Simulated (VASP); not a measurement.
Data:

```xyz
5
Lattice="4.0768 0.0000 0.0000 0.0000 4.0768 0.0000 0.0000 0.0000 4.0768" Properties=species:S:1:pos:R:3 pbc="T T T"
K      2.0384     2.0384     2.0384
Ta     0.0000     0.0000     0.0000
O      0.0000     2.0384     0.0000
O      2.0384     0.0000     0.0000
O      0.0000     0.0000     2.0384
```

These are PBE GGA, VASP's PBE PAW potentials (set 64) (plane waves; VASP) values and carry that method's errors. Settings: 400 eV cut-off, 6×6×6 Γ-centred mesh, Gaussian smearing of 0.010 eV, potentials K_sv Ta_pv O.

Unless said otherwise, spin-orbit coupling is left out, though it shifts the bands of the heavy elements here.

Q: Give the energies of bands 11 to 22 at the high-symmetry points, in eV from the valence-band maximum.

A: 
| band | Γ | X | M | R |
|---|---|---|---|---|
| 11 | -2.44 | -5.21 | -5.33 | -5.40 |
| 12 | -2.44 | -2.38 | -5.12 | -5.11 |
| 13 | -2.44 | -2.38 | -4.21 | -5.11 |
| 14 | -0.96 | -2.30 | -2.60 | -3.69 |
| 15 | -0.96 | -2.30 | -2.60 | -3.69 |
| 16 | -0.96 | -2.00 | -1.76 | -3.69 |
| 17 | -0.65 | -1.36 | -1.35 | 0.00 |
| 18 | -0.65 | -0.84 | -1.35 | 0.00 |
| 19 | -0.65 | -0.84 | -0.04 | 0.00 |
| 20 | 2.03 | 2.16 | 4.63 | 5.90 |
| 21 | 2.03 | 4.59 | 4.63 | 5.90 |
| 22 | 2.03 | 4.59 | 5.80 | 5.90 |

The gap is indirect, 2.03 eV, from the valence maximum at R to the conduction minimum at Γ.

The structure comes from a computed database's KTaO3 entry; how it stands against other phases isn't given here. The cell was not relaxed at this level.
